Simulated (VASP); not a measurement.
These are TPSS meta-GGA, VASP's PBE PAW potentials (set 64) (plane waves; VASP) values and carry that method's errors.

The input files of a VASP run:

File KPOINTS:
```
Automatic mesh
0
Gamma
14 14 8
0 0 0
```

### INCAR
```
SYSTEM = Os
PREC = Accurate
ENCUT = 520
EDIFF = 1E-6
NELM = 100
ALGO = Normal
LREAL = .FALSE.
LASPH = .TRUE.
ISMEAR = 1
SIGMA = 0.1
METAGGA = TPSS
LMIXTAU = .TRUE.
LMAXMIX = 6
LWAVE = .FALSE.
LCHARG = .FALSE.
IBRION = 2
ISIF = 3
NSW = 60
EDIFFG = -0.01
```

File POSCAR:
```
Os
1
    1.3650000000    -2.3642490000     0.0000000000
    1.3650000000     2.3642490000     0.0000000000
    0.0000000000     0.0000000000     4.3200000000
Os
2
Direct
  0.3333330000   0.6666670000   0.2500000000
  0.6666670000   0.3333330000   0.7500000000
```

POTCAR, in this order: Os (PBE.64 set). Program: vasp_std.

What VASP printed:

OSZICAR:
```
       N       E                     dE             d eps       ncg     rms          rms(c)
DAV:   1     0.136772827189E+03    0.13677E+03   -0.89848E+03  2880   0.154E+03
DAV:   2    -0.421529800420E+01   -0.14099E+03   -0.12910E+03  3068   0.442E+02
DAV:   3    -0.127804766544E+02   -0.85652E+01   -0.79218E+01  3460   0.946E+01
DAV:   4    -0.129801174533E+02   -0.19964E+00   -0.19720E+00  3060   0.150E+01
DAV:   5    -0.129823999380E+02   -0.22825E-02   -0.22818E-02  3416   0.138E+00    0.184E+01
DAV:   6    -0.634976365591E+03   -0.62199E+03   -0.77492E+03  3088   0.576E+04    0.104E+02
DAV:   7    -0.245059349584E+02    0.61047E+03   -0.26552E+02  2880   0.679E+01    0.218E+01
DAV:   8    -0.240597786297E+02    0.44616E+00   -0.52561E+00  3128   0.254E+01    0.190E+01
DAV:   9    -0.229721406974E+02    0.10876E+01   -0.21473E+00  2932   0.192E+01    0.212E+01
DAV:  10    -0.243752251220E+02   -0.14031E+01   -0.10473E+00  2924   0.114E+01    0.219E+01
DAV:  11    -0.245115862134E+02   -0.13636E+00   -0.23974E-02  3068   0.159E+00    0.239E+01
DAV:  12    -0.244945506223E+02    0.17036E-01   -0.16522E-03  2980   0.390E-01    0.282E+01
DAV:  13    -0.244938954743E+02    0.65515E-03   -0.23735E-04  3136   0.162E-01    0.303E+01
DAV:  14    -0.244933282650E+02    0.56721E-03   -0.45701E-03  2948   0.719E-01    0.225E+01
DAV:  15    -0.245081210085E+02   -0.14793E-01   -0.48553E-03  2880   0.697E-01    0.116E+01
DAV:  16    -0.245090831388E+02   -0.96213E-03   -0.17354E-03  3320   0.419E-01    0.567E+00
DAV:  17    -0.245097316163E+02   -0.64848E-03   -0.17531E-04  2896   0.146E-01    0.219E+00
DAV:  18    -0.245097460956E+02   -0.14479E-04   -0.10030E-05  3128   0.380E-02    0.975E-01
DAV:  19    -0.245096269771E+02    0.11912E-03   -0.36569E-05  2984   0.661E-02    0.385E-01
DAV:  20    -0.245095279027E+02    0.99074E-04   -0.30360E-05  2988   0.534E-02    0.209E-01
DAV:  21    -0.245094208960E+02    0.10701E-03   -0.57761E-05  3104   0.731E-02    0.812E-02
DAV:  22    -0.245093533677E+02    0.67528E-04   -0.55308E-05  3036   0.714E-02    0.394E-02
DAV:  23    -0.245093229112E+02    0.30457E-04   -0.59662E-05  3108   0.723E-02    0.144E-02
DAV:  24    -0.245093214047E+02    0.15065E-05   -0.47746E-06  2800   0.229E-02    0.130E-03
DAV:  25    -0.245093213590E+02    0.45658E-07   -0.77977E-08  1452   0.354E-03
   1 F= -.24509321E+02 E0= -.24508914E+02  d E =-.245093E+02
       N       E                     dE             d eps       ncg     rms          rms(c)
DAV:   1    -0.245751803006E+02   -0.65859E-01   -0.42817E+00  2880   0.176E+01    0.475E+00
DAV:   2    -0.244686942058E+02    0.10649E+00   -0.11735E-01  3000   0.363E+00    0.218E+00
DAV:   3    -0.244440087231E+02    0.24685E-01   -0.10434E-01  3416   0.313E+00    0.278E-01
DAV:   4    -0.244441583213E+02   -0.14960E-03   -0.58715E-03  2900   0.634E-01    0.143E-01
DAV:   5    -0.244450070597E+02   -0.84874E-03   -0.62571E-04  3036   0.259E-01    0.321E-02
DAV:   6    -0.244451517700E+02   -0.14471E-03   -0.17337E-04  2988   0.128E-01    0.248E-02
DAV:   7    -0.244451692839E+02   -0.17514E-04   -0.53449E-05  2928   0.755E-02    0.819E-03
DAV:   8    -0.244451983824E+02   -0.29099E-04   -0.12849E-05  3044   0.366E-02    0.394E-03
DAV:   9    -0.244451990230E+02   -0.64060E-06   -0.27309E-07  1480   0.686E-03
   2 F= -.24445199E+02 E0= -.24444713E+02  d E =0.641223E-01
       N       E                     dE             d eps       ncg     rms          rms(c)
DAV:   1    -0.245976447098E+02   -0.15245E+00   -0.28734E+00  2880   0.148E+01    0.403E+00
DAV:   2    -0.245294943117E+02    0.68150E-01   -0.76227E-02  3028   0.313E+00    0.178E+00
DAV:   3    -0.245122020667E+02    0.17292E-01   -0.69343E-02  3376   0.262E+00    0.315E-01
DAV:   4    -0.245125269808E+02   -0.32491E-03   -0.34498E-03  2940   0.497E-01    0.810E-02
DAV:   5    -0.245129148904E+02   -0.38791E-03   -0.32499E-04  3220   0.189E-01    0.209E-02
DAV:   6    -0.245129940479E+02   -0.79157E-04   -0.89893E-05  2932   0.971E-02    0.125E-02
DAV:   7    -0.245130061870E+02   -0.12139E-04   -0.22576E-05  2920   0.531E-02    0.589E-03
DAV:   8    -0.245130171030E+02   -0.10916E-04   -0.69581E-06  2960   0.275E-02    0.311E-03
DAV:   9    -0.245130180724E+02   -0.96943E-06   -0.11471E-07  1444   0.454E-03
   3 F= -.24513018E+02 E0= -.24512595E+02  d E =-.369671E-02
       N       E                     dE             d eps       ncg     rms          rms(c)
DAV:   1    -0.245130202007E+02   -0.30978E-05   -0.59146E-05  2888   0.667E-02    0.199E-02
DAV:   2    -0.245130196199E+02    0.58084E-06   -0.21313E-06  1580   0.162E-02
   4 F= -.24513020E+02 E0= -.24512596E+02  d E =-.369826E-02
       N       E                     dE             d eps       ncg     rms          rms(c)
DAV:   1    -0.245130187307E+02    0.14700E-05   -0.44233E-05  2880   0.593E-02    0.208E-02
DAV:   2    -0.245130182287E+02    0.50193E-06   -0.16960E-06  1560   0.150E-02
   5 F= -.24513018E+02 E0= -.24512595E+02  d E =-.369687E-02
       N       E                     dE             d eps       ncg     rms          rms(c)
DAV:   1    -0.245134888239E+02   -0.47009E-03   -0.40030E-02  2928   0.177E+00    0.109E-01
DAV:   2    -0.245130760071E+02    0.41282E-03   -0.44080E-04  3476   0.286E-01    0.539E-02
DAV:   3    -0.245129749315E+02    0.10108E-03   -0.22740E-04  2920   0.127E-01    0.845E-03
DAV:   4    -0.245129888200E+02   -0.13888E-04   -0.21489E-05  3144   0.473E-02    0.662E-03
DAV:   5    -0.245129933156E+02   -0.44956E-05   -0.14494E-06  1536   0.191E-02    0.436E-03
DAV:   6    -0.245129926929E+02    0.62268E-06   -0.38440E-07  1452   0.782E-03
   6 F= -.24512993E+02 E0= -.24512557E+02  d E =0.255358E-04
       N       E                     dE             d eps       ncg     rms          rms(c)
DAV:   1    -0.245132535234E+02   -0.26021E-03   -0.11130E-02  2924   0.932E-01    0.578E-02
DAV:   2    -0.245131344823E+02    0.11904E-03   -0.12403E-04  3484   0.152E-01    0.283E-02
DAV:   3    -0.245131052686E+02    0.29214E-04   -0.62681E-05  2912   0.671E-02    0.454E-03
DAV:   4    -0.245131103895E+02   -0.51209E-05   -0.60397E-06  3064   0.252E-02    0.353E-03
DAV:   5    -0.245131116452E+02   -0.12557E-05   -0.46548E-07  1456   0.111E-02    0.226E-03
DAV:   6    -0.245131116291E+02    0.16163E-07   -0.11131E-07  1452   0.435E-03
   7 F= -.24513112E+02 E0= -.24512684E+02  d E =-.934003E-04
       N       E                     dE             d eps       ncg     rms          rms(c)
DAV:   1    -0.245131540946E+02   -0.42449E-04   -0.24710E-03  2888   0.431E-01    0.115E-01
DAV:   2    -0.245130876760E+02    0.66419E-04   -0.63797E-05  3092   0.890E-02    0.532E-02
DAV:   3    -0.245130698174E+02    0.17859E-04   -0.53733E-05  3372   0.724E-02    0.713E-03
DAV:   4    -0.245130713269E+02   -0.15095E-05   -0.25645E-06  2228   0.138E-02    0.357E-03
DAV:   5    -0.245130718973E+02   -0.57041E-06   -0.21009E-07  1440   0.662E-03
   8 F= -.24513072E+02 E0= -.24512642E+02  d E =0.397317E-04
       N       E                     dE             d eps       ncg     rms          rms(c)
DAV:   1    -0.245131542429E+02   -0.82916E-04   -0.16949E-03  2888   0.357E-01    0.950E-02
DAV:   2    -0.245131186814E+02    0.35562E-04   -0.43097E-05  3096   0.735E-02    0.442E-02
DAV:   3    -0.245131139093E+02    0.47721E-05   -0.37760E-05  3376   0.604E-02    0.613E-03
DAV:   4    -0.245131130902E+02    0.81905E-06   -0.19979E-06  1604   0.124E-02
   9 F= -.24513113E+02 E0= -.24512685E+02  d E =-.146114E-05
```

OUTCAR:
```
------------------------ aborting loop because EDIFF is reached ----------------------------------------
  FORCE on cell =-STRESS in cart. coord.  units (eV):
  Direction    XX          YY          ZZ          XY          YZ          ZX
  --------------------------------------------------------------------------------------
  Total        0.0042741      0.0042741      0.0100735      0.0000000      0.0000000      0.0000000
  in kB        0.2432040      0.2432039      0.5731968      0.0000000      0.0000000      0.0000000
  external PRESSURE =       0.3532016 kB  Pullay stress =       0.0000000 kB
  volume of cell :       28.16
      direct lattice vectors                 reciprocal lattice vectors
     1.370692113 -2.374108024  0.000000000     0.364779220 -0.210605413 -0.000000000
     1.370692113  2.374108024 -0.000000000     0.364779220  0.210605413 -0.000000000
     0.000000000  0.000000000  4.326304757    -0.000000000  0.000000000  0.231144142
 POSITION                                       TOTAL-FORCE (eV/Angst)
 -----------------------------------------------------------------------------------
      1.37069      0.79137      1.08158         0.000000     -0.000000      0.000000
      1.37069     -0.79137      3.24473        -0.000000      0.000000      0.000000
 -----------------------------------------------------------------------------------
    total drift:                                0.000000      0.000022     -0.000020
  FREE ENERGIE OF THE ION-ELECTRON SYSTEM (eV)
  ---------------------------------------------------
  free  energy   TOTEN  =       -24.5131130902 eV

  energy  without entropy=      -24.5118273912  energy(sigma->0) =      -24.51268452

 reached required accuracy - stopping structural energy minimisation
```
(Selected blocks of OUTCAR.)

### CONTCAR
```
Os
   1.00000000000000
     1.3706921125981626   -2.3741080238100469    0.0000000000000000
     1.3706921125981626    2.3741080238100469   -0.0000000000000000
     0.0000000000000000    0.0000000000000000    4.3263047574402247
  Os
     2
Direct
     0.3333330000000032    0.6666669999999968    0.2500000000000000
     0.6666669999999968    0.3333330000000032    0.7500000000000000
```

The compound is Os in the hcp structure. This run relaxes it. Symmetry was kept, so distortions that lower it aren't found.
